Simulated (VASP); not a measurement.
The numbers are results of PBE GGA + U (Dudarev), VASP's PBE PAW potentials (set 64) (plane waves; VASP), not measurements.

A VASP calculation is set up with these files.

POSCAR:
```
FeAl
2.96820
  1.0000000000   0.0000000000   0.0000000000
  0.0000000000   1.0000000000   0.0000000000
  0.0000000000   0.0000000000   1.0000000000
Al Fe
1 1
Direct
  0.5000000000   0.5000000000   0.5000000000
  0.0000000000   0.0000000000   0.0000000000
```

**KPOINTS**
```
Automatic mesh
0
Gamma
11 11 11
0 0 0
```

INCAR:
```
SYSTEM = FeAl
PREC = Accurate; ENCUT = 400; LREAL = .False.
LASPH = .True.
EDIFF = 1E-6; NELM = 100; ALGO = Normal
LMAXMIX = 4
ISMEAR = 1; SIGMA = 0.1
GGA = PE
LDAUL = -1 2
LDAUU = 0 4.0
LDAUJ = 0 0
LDAU = .True.; LDAUTYPE = 2; LDAUPRINT = 1
ISIF = 2
LWAVE = .False.; LCHARG = .False.; LORBIT = 10
```

POTCAR, in this order: Al Fe (PBE.64 set). Program: vasp_std.

Task: Estimate the energy per atom (σ→0), pressure, band gap (on the k-mesh).

Result: 
| Quantity | Result |
|---|---|
| energy per atom (σ→0) | -4.160 eV/atom |
| band gap (on the k-mesh) | none (metal, semimetal or under 0.01 eV) |
| pressure | -15.10 GPa |

### OSZICAR
```
...
DAV:   9    -0.824303603376E+01   -0.10905E+00   -0.17124E-01  1406   0.439E+00    0.780E-01
DAV:  10    -0.830327033896E+01   -0.60234E-01   -0.13817E-01  1390   0.340E+00    0.453E-01
DAV:  11    -0.831814925681E+01   -0.14879E-01   -0.41384E-02  1334   0.214E+00    0.137E-01
DAV:  12    -0.831967015342E+01   -0.15209E-02   -0.60085E-03  1383   0.699E-01    0.832E-02
DAV:  13    -0.831972146928E+01   -0.51316E-04   -0.57121E-04  1237   0.363E-01    0.305E-02
DAV:  14    -0.831972548247E+01   -0.40132E-05   -0.80837E-06  1076   0.359E-02    0.109E-02
DAV:  15    -0.831972482410E+01    0.65837E-06   -0.81542E-07   535   0.125E-02
   1 F= -.83197248E+01 E0= -.83193384E+01  d E =-.115915E-02
```

The compound is FeAl in the CsCl type structure. The cell was not relaxed at this level. The run is one of a series of settings (LDAU = .TRUE., LDAUJ = 0 0, LDAUL = -1 2, LDAUTYPE = 2, LDAUU = 0 4.0 against the base run), some of them coarse on purpose. The run is not spin-polarised, so no magnetic state was tried. The electron count is odd and the run is not spin-polarised, which forces a metal.
